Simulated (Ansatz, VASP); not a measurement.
## BaSi3 in VASP and in Ansatz

```
CELL_PARAMETERS angstrom
4.48722 0.00000 0.00000
0.00000 4.48722 0.00000
0.00000 0.00000 4.48722
ATOMIC_POSITIONS crystal
Ba 0.00000 0.00000 0.00000
Si 0.00000 0.50000 0.50000
Si 0.50000 0.50000 0.00000
Si 0.50000 0.00000 0.50000
```

Alike in both runs: task single point; functional r2SCAN; k mesh 8 × 8 × 8; occupations gaussian, width 0.05 eV; no spin polarisation.

```csv
,VASP,Ansatz
version,VASP 6.6.1,Ansatz 0.2.0
potentials or method,"VASP PAW PBE potentials, release 64 (Ba_sv, Si)","scalar-relativistic, plane waves, PAW"
plane-wave cutoff (eV),520,500
valence electrons in the cell,22,22
```

Ansatz gave:

| Quantity | Value |
| --- | --- |
| gap on the k mesh at the Fermi level (eV) | none |
| pressure (GPa) | 1.0 |

**Question.** What did VASP give for the same quantities?

**Answer.** gap on the k mesh at the Fermi level (eV): none; pressure (GPa): 1.8.

A gap of «none» marks a metal or a gap that the smearing closes.

Caveats: the PAW data sets were made with another functional, which shifts forces and pressure a little (VASP). Spin-orbit coupling is left out, which matters for the levels of Ba.
